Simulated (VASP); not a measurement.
The system is Ti2TeS.

```
Ti Te S
1.0
     5.32824    0.00000    0.00000
     0.00000    4.25835    0.00000
     0.00000    0.00000    7.57984
Ti Te S
4 2 2
Direct
  0.50000 0.00000 0.00000
  0.00000 0.00000 0.00000
  0.25000 0.50000 0.09098
  0.75000 0.50000 0.90902
  0.25000 0.50000 0.71740
  0.75000 0.50000 0.28260
  0.25000 0.00000 0.34670
  0.75000 0.00000 0.65330
```

The cell was built by a generator and needn't be a form met in nature.

```yaml
Program: VASP 6.6.1
Task: relaxation of cell and atoms
Functional: PBE
Potentials_or_basis: VASP PAW PBE potentials, release 64 (Ti_sv, Te, S)
Cutoff: 520 eV
k_mesh: 3 × 3 × 2
Occupations: gaussian, width 0.15 eV
Spin: no spin polarisation
```

At the start: pressure -2.7 GPa; volume 21.50 Å³/atom.

Question: How do energy, volume and symmetry change on relaxing?

Answer: Over 20 steps the energy falls by 647.8 meV/atom and the volume is 21.77 Å³/atom (+1.3 %); space group Pmma (No. 51, to 0.05 Å).

Step by step:
```tsv
step	energy change (eV)	largest force (eV/Å)	pressure (GPa)	volume (Å³)
1	0.0000	2.8858	-2.66	171.98
2	-2.6324	3.1748	3.33	161.95
3	-2.6541	3.5085	4.94	160.74
4	-4.1767	1.9615	-1.19	171.12
5	-4.2959	1.1155	-2.67	174.91
6	-4.6741	1.1387	1.42	167.42
7	-4.6745	1.1514	1.38	167.32
8	-4.9202	1.0292	-0.35	169.56
9	-4.9577	1.0285	-0.88	170.56
10	-5.0933	0.3964	0.93	168.15
11	-5.1027	0.2757	1.54	167.40
12	-5.1411	0.3313	-0.54	172.48
13	-5.1415	0.3392	-0.63	172.12
14	-5.1717	0.0896	-0.11	173.36
15	-5.1739	0.0389	0.01	173.72
16	-5.1801	0.0916	0.08	173.86
17	-5.1804	0.0952	0.08	173.87
18	-5.1801	0.1167	0.10	173.91
19	-5.1805	0.0956	0.05	173.88
20	-5.1824	0.0458	0.15	174.16
```

Final structure:
```
CELL_PARAMETERS angstrom
5.69396 0.00000 0.00000
0.00000 4.40346 0.00000
0.00000 0.00000 6.94597
ATOMIC_POSITIONS crystal
Ti 0.50000 0.00000 0.00000
Ti 0.00000 0.00000 0.00000
Ti 0.25000 0.50000 0.18518
Ti 0.75000 0.50000 0.81482
Te 0.25000 0.50000 0.78250
Te 0.75000 0.50000 0.21750
S 0.25000 0.00000 0.30060
S 0.75000 0.00000 0.69940
```

Caveat: the k mesh is coarse (spacing up to 0.49 Å⁻¹), so the values aren't converged.
